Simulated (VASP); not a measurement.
Output of a VASP run:

**OSZICAR**
```
...
DAV:   7    -0.278272749650E+02    0.46999E-01   -0.14488E+00  1512   0.818E+00    0.110E+01
DAV:   8    -0.277687724872E+02    0.58502E-01   -0.39729E-01  1400   0.418E+00    0.162E+00
DAV:   9    -0.277650746180E+02    0.36979E-02   -0.28598E-02  1416   0.124E+00    0.335E-01
DAV:  10    -0.277649501242E+02    0.12449E-03   -0.97472E-04  1500   0.239E-01    0.279E-01
DAV:  11    -0.277649539731E+02   -0.38489E-05   -0.71484E-05  1472   0.662E-02    0.115E-01
DAV:  12    -0.277649511255E+02    0.28477E-05   -0.96872E-06  1468   0.246E-02    0.281E-02
DAV:  13    -0.277649512567E+02   -0.13124E-06   -0.31128E-07   804   0.506E-03
   1 F= -.27764951E+02 E0= -.27759774E+02  d E =-.277650E+02
       N       E                     dE             d eps       ncg     rms          rms(c)
DAV:   1    -0.282828190872E+02   -0.51787E+00   -0.15758E+01  1216   0.384E+01    0.112E+01
DAV:   2    -0.278414091817E+02    0.44141E+00   -0.58734E-01  1224   0.752E+00    0.676E+00
DAV:   3    -0.277118288213E+02    0.12958E+00   -0.37403E-01  1428   0.555E+00    0.542E+00
DAV:   4    -0.277078071336E+02    0.40217E-02   -0.71493E-03  1380   0.772E-01    0.363E+00
DAV:   5    -0.277057572095E+02    0.20499E-02   -0.33173E-03  1420   0.369E-01    0.790E-01
DAV:   6    -0.277057537576E+02    0.34519E-05   -0.16174E-04  1464   0.798E-02    0.447E-02
DAV:   7    -0.277057550277E+02   -0.12701E-05   -0.39191E-06  1404   0.148E-02    0.274E-02
DAV:   8    -0.277057548150E+02    0.21268E-06   -0.71333E-07   780   0.721E-03
   2 F= -.27705755E+02 E0= -.27701505E+02  d E =0.591964E-01
       N       E                     dE             d eps       ncg     rms          rms(c)
DAV:   1    -0.280183419652E+02   -0.31259E+00   -0.52369E+00  1220   0.222E+01    0.669E+00
DAV:   2    -0.278681846362E+02    0.15016E+00   -0.23694E-01  1220   0.456E+00    0.408E+00
DAV:   3    -0.278267672586E+02    0.41417E-01   -0.11429E-01  1436   0.298E+00    0.326E+00
DAV:   4    -0.278249547345E+02    0.18125E-02   -0.29086E-03  1404   0.463E-01    0.178E+00
DAV:   5    -0.278245983864E+02    0.35635E-03   -0.54815E-04  1440   0.148E-01    0.490E-01
DAV:   6    -0.278245849621E+02    0.13424E-04   -0.34251E-05  1460   0.345E-02    0.274E-02
DAV:   7    -0.278245841707E+02    0.79137E-06   -0.30182E-06  1408   0.111E-02
   3 F= -.27824584E+02 E0= -.27819798E+02  d E =-.596329E-01
       N       E                     dE             d eps       ncg     rms          rms(c)
DAV:   1    -0.278246403383E+02   -0.55376E-04   -0.11089E-03  1216   0.318E-01    0.912E-02
DAV:   2    -0.278246081975E+02    0.32141E-04   -0.47146E-05  1224   0.646E-02    0.551E-02
DAV:   3    -0.278246001204E+02    0.80771E-05   -0.24839E-05  1440   0.439E-02    0.458E-02
DAV:   4    -0.278246000679E+02    0.52449E-07   -0.39908E-07   724   0.610E-03
   4 F= -.27824600E+02 E0= -.27819822E+02  d E =-.596488E-01
       N       E                     dE             d eps       ncg     rms          rms(c)
DAV:   1    -0.278265269729E+02   -0.19269E-02   -0.86185E-02  1272   0.255E+00    0.383E-01
DAV:   2    -0.278258336681E+02    0.69330E-03   -0.11094E-03  1436   0.292E-01    0.161E-01
DAV:   3    -0.278255410377E+02    0.29263E-03   -0.28745E-04  1448   0.135E-01    0.469E-02
DAV:   4    -0.278255245416E+02    0.16496E-04   -0.32884E-05  1568   0.468E-02    0.285E-02
DAV:   5    -0.278255239885E+02    0.55310E-06   -0.14144E-06   968   0.907E-03
   5 F= -.27825524E+02 E0= -.27820941E+02  d E =-.923921E-03
```

### OUTCAR
```
------------------------ aborting loop because EDIFF is reached ----------------------------------------
  FORCE on cell =-STRESS in cart. coord.  units (eV):
  Direction    XX          YY          ZZ          XY          YZ          ZX
  --------------------------------------------------------------------------------------
  Total        0.0171352      0.0171352      0.0074789      0.0000000     -0.0000000     -0.0000000
  in kB        0.9483310      0.9483308      0.4139102      0.0000000     -0.0000000     -0.0000000
  external PRESSURE =       0.7701907 kB  Pullay stress =       0.0000000 kB
  volume of cell :       28.95
      direct lattice vectors                 reciprocal lattice vectors
     3.119059231  0.000000000  0.000000000     0.320609493  0.185103998 -0.000000000
    -1.559529615  2.701184233  0.000000000     0.000000000  0.370207995 -0.000000000
     0.000000000  0.000000000  3.436067978    -0.000000000 -0.000000000  0.291030331
 POSITION                                       TOTAL-FORCE (eV/Angst)
 -----------------------------------------------------------------------------------
      3.11906      0.00000      0.00000         0.000000      0.000000      0.000000
     -0.00000      1.80079      1.71803        -0.000000      0.000000     -0.000000
      1.55953      0.90039      1.71803         0.000000     -0.000000      0.000000
 -----------------------------------------------------------------------------------
    total drift:                                0.000000     -0.000000      0.000000
  FREE ENERGIE OF THE ION-ELECTRON SYSTEM (eV)
  ---------------------------------------------------
  free  energy   TOTEN  =       -27.8255239885 eV

  energy  without entropy=      -27.8163587223  energy(sigma->0) =      -27.82094136

 reached required accuracy - stopping structural energy minimisation
```
(Selected blocks of OUTCAR.)

**POSCAR**
```
HfB2
1
    3.1627540000     0.0000000000     0.0000000000
   -1.5813770000     2.7390250000     0.0000000000
    0.0000000000     0.0000000000     3.5126100000
Hf B
1 2
Direct
  0.0000000000   0.0000000000   0.0000000000
  0.3333330000   0.6666670000   0.5000000000
  0.6666670000   0.3333330000   0.5000000000
```

**Question.** Write an INCAR and KPOINTS that could have produced this output.

**Answer.** Several could match; the one computed here: the input of the run itself, PBEsol GGA, plane waves, VASP's PBE PAW potentials (set 64).

File KPOINTS:
```
Automatic mesh
0
Gamma
8 8 8
0 0 0
```

**INCAR**
```
# general
SYSTEM  = HfB2
PREC    = Accurate
ENCUT   = 280
LREAL   = .FALSE.
LASPH   = .TRUE.

# electronic loop
EDIFF   = 1E-6
NELM    = 100
ALGO    = Normal
LMAXMIX = 6

# smearing
ISMEAR  = -1
SIGMA   = 0.1

# functional
GGA     = PS

# ions
IBRION  = 2
NSW     = 50
ISIF    = 3
EDIFFG  = -0.01

# output
LWAVE   = .FALSE.
LCHARG  = .FALSE.
```

POTCAR, in this order: Hf_pv B (PBE.64 set). Program: vasp_std.

At this cut-off the stress carries a Pulay error, which pulls relaxed volumes low.  Energy and stress use the plane-wave basis of the starting cell.

The structure comes from a computed database's HfB2 entry; how it stands against other phases isn't given here. This run relaxes it. Symmetry was kept, so distortions that lower it aren't found. The run is one of a series of settings (EDIFFG = -0.01, ENCUT = 280, IBRION = 2, ISIF = 3, NSW = 50, KPOINTS 8×8×8 Γ-centred mesh against the base run), some of them coarse on purpose.
